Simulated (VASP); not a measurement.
**YC (relaxed from the rock salt structure, space group Fm-3m): computed properties**

All values below come from PBEsol GGA, VASP's PBE PAW potentials (set 64) (plane waves; VASP).

- space group: Fm-3m (225)
- cell: a = b = c = 5.030 Å, α = β = γ = 90.00°
- volume per atom: 15.91 Å³/atom
- band gap (over mesh and band path): none (metal, semimetal or under 0.01 eV)
- density: 5.27 g/cm³

```cif
data_CY
_chemical_formula_sum 'Y1 C1'
_space_group_name_H-M_alt 'P 1'
_space_group_IT_number 1
_cell_length_a 3.55707
_cell_length_b 3.55707
_cell_length_c 3.55707
_cell_angle_alpha 60.000
_cell_angle_beta 60.000
_cell_angle_gamma 60.000
loop_
_space_group_symop_operation_xyz
  'x, y, z'
loop_
_atom_site_label
_atom_site_type_symbol
_atom_site_fract_x
_atom_site_fract_y
_atom_site_fract_z
_atom_site_occupancy
Y1 Y 0.00000 0.00000 0.00000 1
C1 C 0.50000 0.50000 0.50000 1
```

The structure was generated: YC was put into the rock salt type (Fm-3m), which need not be its known phase. It was relaxed first, which changed the volume by -33 %. Symmetry was kept, so distortions that lower it aren't found. The electron count is odd and the run is not spin-polarised, which forces a metal.
